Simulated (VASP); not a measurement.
CoSi₂ (fluorite) is relaxed at rising pressure, each step from the one before. Symmetry mostly holds the structure type, and other phases were not tried. The mesh follows the cell, and a change of mesh leaves a small step in the series.

Here is the system:

```yaml
crystal:
  lattice:
    - [0.00000, 2.67870, 2.67870]
    - [2.67870, 0.00000, 2.67870]
    - [2.67870, 2.67870, 0.00000]
  atoms:
    - { symbol: Co, position: [0.00000, 0.00000, 0.00000] }
    - { symbol: Si, position: [0.25000, 0.25000, 0.25000] }
    - { symbol: Si, position: [0.75000, 0.75000, 0.75000] }
```

Level of theory: PBE GGA, VASP's PBE PAW potentials (set 64) (plane waves; VASP). Run with 500 eV cut-off, 10×10×10 Γ-centred mesh, first-order Methfessel-Paxton smearing of 0.10 eV, potentials Co Si.

| P (GPa) | V (Å³/atom) | H − H(0) (eV/atom) | space group | gap on the mesh (eV) | k-mesh |
|---|---|---|---|---|---|
| 0 | 12.81 | 0.000 | Fm-3m | 0.00 | 10×10×10 |
| 5 | 12.49 | 0.395 | Fm-3m | 0.00 | 10×10×10 |
| 10 | 12.20 | 0.780 | Fm-3m | 0.00 | 10×10×10 |
| 20 | ___ | ___ | Fm-3m | 0.00 | 10×10×10 |
| 30 | 11.30 | 2.243 | Fm-3m | 0.00 | 10×10×10 |
| 45 | ___ | ___ | Fm-3m | 0.00 | 10×10×10 |

**Question.** Complete the blanks.

**Answer.** 
- 45, V (Å³/atom): 10.81
- 45, H − H(0) (eV/atom): 3.277
- 20, V (Å³/atom): 11.71
- 20, H − H(0) (eV/atom): 1.525

Pressures at which the relaxation failed are left out.

The compound is CoSi2 in the fluorite structure. The run is not spin-polarised, so no magnetic state was tried. The electron count is odd and the run is not spin-polarised, which forces a metal.
